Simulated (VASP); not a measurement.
# BaO (relaxed from the rock salt structure, space group Fm-3m): computed properties

The numbers are results of PBEsol GGA, VASP's PBE PAW potentials (set 64) (plane waves; VASP), not measurements.

```json
{
 "space_group": "Fm-3m (225)",
 "cell": "a = b = c = 5.5346 Å, α = β = γ = 90.00°",
 "volume_per_atom": "21.19 Å³/atom",
 "band gap (over mesh and band path)": "1.86 eV",
 "smallest direct gap (over mesh and band path)": "1.86 eV",
 "band_edge_character": "direct, X to X",
 "density": "6.01 g/cm³"
}
```

```cif
data_BaO
_chemical_formula_sum 'Ba1 O1'
_space_group_name_H-M_alt 'P 1'
_space_group_IT_number 1
_cell_length_a 3.91354
_cell_length_b 3.91354
_cell_length_c 3.91354
_cell_angle_alpha 60.000
_cell_angle_beta 60.000
_cell_angle_gamma 60.000
loop_
_space_group_symop_operation_xyz
  'x, y, z'
loop_
_atom_site_label
_atom_site_type_symbol
_atom_site_fract_x
_atom_site_fract_y
_atom_site_fract_z
_atom_site_occupancy
Ba1 Ba 0.00000 0.00000 0.00000 1
O1 O 0.50000 0.50000 0.50000 1
```

Unless said otherwise, spin-orbit coupling is left out, though it shifts the bands of the heavy elements here.

The structure was generated: BaO was put into the rock salt type (Fm-3m), which need not be its known phase. It was relaxed first, which changed the volume by -24 %. Symmetry was kept, so distortions that lower it aren't found.
